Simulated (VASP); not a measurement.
Output of a VASP run:

**OSZICAR**
```
       N       E                     dE             d eps       ncg     rms          rms(c)
DAV:   1     0.520127689947E+03    0.52013E+03   -0.24451E+04   736   0.139E+03
DAV:   2     0.278110943645E+02   -0.49232E+03   -0.48144E+03   836   0.384E+02
DAV:   3    -0.258857332224E+02   -0.53697E+02   -0.53538E+02   910   0.138E+02
DAV:   4    -0.277176856816E+02   -0.18320E+01   -0.18286E+01   892   0.279E+01
DAV:   5    -0.278203535429E+02   -0.10267E+00   -0.10265E+00  1230   0.452E+00    0.615E+00
DAV:   6    -0.268592503739E+02    0.96110E+00   -0.22309E+00   802   0.572E+00    0.469E+00
DAV:   7    -0.267914794488E+02    0.67771E-01   -0.53378E-01   920   0.291E+00    0.267E+00
DAV:   8    -0.268129695783E+02   -0.21490E-01   -0.64705E-02   880   0.155E+00    0.412E-01
DAV:   9    -0.268136244905E+02   -0.65491E-03   -0.50937E-03  1064   0.374E-01    0.197E-01
DAV:  10    -0.268150716472E+02   -0.14472E-02   -0.40659E-03   798   0.313E-01    0.907E-02
DAV:  11    -0.268149795052E+02    0.92142E-04   -0.32539E-04   904   0.988E-02    0.380E-02
DAV:  12    -0.268149719311E+02    0.75741E-05   -0.15150E-04  1026   0.577E-02    0.136E-02
DAV:  13    -0.268149744290E+02   -0.24979E-05   -0.29919E-05   792   0.237E-02    0.935E-03
DAV:  14    -0.268149733080E+02    0.11210E-05   -0.37161E-06   718   0.872E-03    0.311E-03
DAV:  15    -0.268149735543E+02   -0.24637E-06   -0.71267E-07   518   0.496E-03
   1 F= -.26814974E+02 E0= -.26814974E+02  d E =-.546481E-18
```

File OUTCAR:
```
------------------------ aborting loop because EDIFF is reached ----------------------------------------
  FORCE on cell =-STRESS in cart. coord.  units (eV):
  Direction    XX          YY          ZZ          XY          YZ          ZX
  --------------------------------------------------------------------------------------
  Total        0.0244524      0.0244524      0.0244524      0.0000000     -0.0000000     -0.0000000
  in kB        0.1900532      0.1900532      0.1900532      0.0000000     -0.0000000     -0.0000000
  external PRESSURE =       0.1900532 kB  Pullay stress =       0.0000000 kB
  volume of cell :      206.14
      direct lattice vectors                 reciprocal lattice vectors
     5.907251585  0.000000000  0.000000000     0.169283462  0.000000000  0.000000000
     0.000000000  5.907251585  0.000000000     0.000000000  0.169283462  0.000000000
     0.000000000  0.000000000  5.907251585     0.000000000  0.000000000  0.169283462
 POSITION                                       TOTAL-FORCE (eV/Angst)
 -----------------------------------------------------------------------------------
      0.00000      0.00000      0.00000         0.000000      0.000000      0.000000
      2.95363      2.95363      0.00000         0.000000      0.000000      0.000000
      2.95363      0.00000      2.95363         0.000000      0.000000      0.000000
      2.95363      2.95363      2.95363         0.000000      0.000000      0.000000
      0.00000      0.00000      2.95363         0.000000      0.000000      0.000000
      0.00000      2.95363      0.00000         0.000000      0.000000      0.000000
      2.95363      0.00000      0.00000         0.000000      0.000000      0.000000
      0.00000      2.95363      2.95363         0.000000      0.000000      0.000000
 -----------------------------------------------------------------------------------
    total drift:                                0.000000      0.000000     -0.000000
  FREE ENERGIE OF THE ION-ELECTRON SYSTEM (eV)
  ---------------------------------------------------
  free  energy   TOTEN  =       -26.8149735543 eV

  energy  without entropy=      -26.8149735543  energy(sigma->0) =      -26.81497355
```
(Selected blocks of OUTCAR.)

File POSCAR:
```
KNa3Cl4
1
    5.9072515848     0.0000000000     0.0000000000
    0.0000000000     5.9072515848     0.0000000000
    0.0000000000     0.0000000000     5.9072515848
Na Cl K
3 4 1
Direct
  0.0000000000   0.0000000000   0.0000000000
  0.5000000000   0.5000000000   0.0000000000
  0.5000000000   0.0000000000   0.5000000000
  0.5000000000   0.5000000000   0.5000000000
  0.0000000000   0.0000000000   0.5000000000
  0.0000000000   0.5000000000   0.0000000000
  0.5000000000   0.0000000000   0.0000000000
  0.0000000000   0.5000000000   0.5000000000
```

Problem. Reconstruct the remaining input files.

Solution. One answer among several that fit: the input of the run itself, PBE GGA, plane waves, VASP's PBE PAW potentials (set 64).

KPOINTS:
```
Automatic mesh
0
Gamma
4 4 4
0 0 0
```

**INCAR**
```
PREC = Accurate
LWAVE = .False.
SYSTEM = KNa3Cl4
ALGO = Normal
LREAL = .False.
LCHARG = .True.
EDIFF = 1E-6
GGA = PE
LASPH = .True.
NELM = 100
ENCUT = 400   # plane-wave cut-off (eV)
ISMEAR = 0
SIGMA = 0.05
```

POTCAR, in this order: Na_pv Cl K_sv (PBE.64 set). Program: vasp_std.

The structure was generated: KNa3Cl4 was put into an ordered model structure (Pm-3m), which need not be its known phase. It was relaxed first, which changed the volume by +6 %.
